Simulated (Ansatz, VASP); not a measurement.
## Two plane-wave programs on TaRh3

```xyz
4
Lattice="3.8197 0.0000 0.0000 0.0000 3.8197 0.0000 0.0000 0.0000 3.8197" Properties=species:S:1:pos:R:3 pbc="T T T"
Ta    0.0000    0.0000    0.0000
Rh    0.0000    1.9098    1.9098
Rh    1.9098    0.0000    1.9098
Rh    1.9098    1.9098    0.0000
```

Alike in both runs: functional LDA; k mesh 12 × 12 × 12; occupations methfessel-paxton of order 1, width 0.1 eV; no spin polarisation.

Ansatz relaxed the structure, and its values are those at the end. VASP's run is a single point on that final structure, the one shown.

|  | VASP | Ansatz |
| --- | --- | --- |
| version | VASP 6.6.1 | Ansatz 0.2.0 |
| potentials or method | VASP PAW LDA potentials, release 64 (Ta_pv, Rh_pv) | scalar-relativistic, plane waves, PAW |
| plane-wave cutoff (eV) | 520 | 420 |
| valence electrons in the cell | 56 | 64 |

Ansatz gave:

| Item | Value |
| --- | --- |
| gap on the k mesh at the Fermi level (eV) | none |
| pressure (GPa) | 0.0 |

**Question.** Estimate VASP's values.

**Answer.** gap on the k mesh at the Fermi level (eV): none; pressure (GPa): 1.0.

A gap of «none» marks a metal or a gap that the smearing closes. The two sets of potentials don't hold the same shells in valence.

Spin-orbit coupling is left out, which matters for the levels of Ta.
